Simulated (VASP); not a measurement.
```yaml
crystal:
  lattice:
    - [2.14729, -3.71921, 0.00000]
    - [2.14729, 3.71921, 0.00000]
    - [0.00000, 0.00000, 6.92154]
  atoms:
    - { symbol: Cd, position: [0.00000, 0.00000, 0.00000] }
    - { symbol: I, position: [0.33333, 0.66667, 0.25116] }
    - { symbol: I, position: [0.66667, 0.33333, 0.74884] }
```

Computed with optB88-vdW, VASP's PBE PAW potentials (set 64) (plane waves; VASP). Settings: 520 eV cut-off, 7×7×4 Γ-centred mesh, tetrahedra with Blöchl corrections, potentials Cd I.

The cores are frozen, which limits the accuracy of field gradients.

Give the principal components of the electric field gradient (V/Å²) and the asymmetry η at each nucleus.

```csv
atom,Vxx,Vyy,Vzz,η
Cd1,-0.7,-0.7,1.4,0.00
I2,24.7,24.7,-49.3,0.00
I3,24.7,24.7,-49.3,0.00
```

The compound is CdI2 in the 1T layered structure. It was relaxed first.
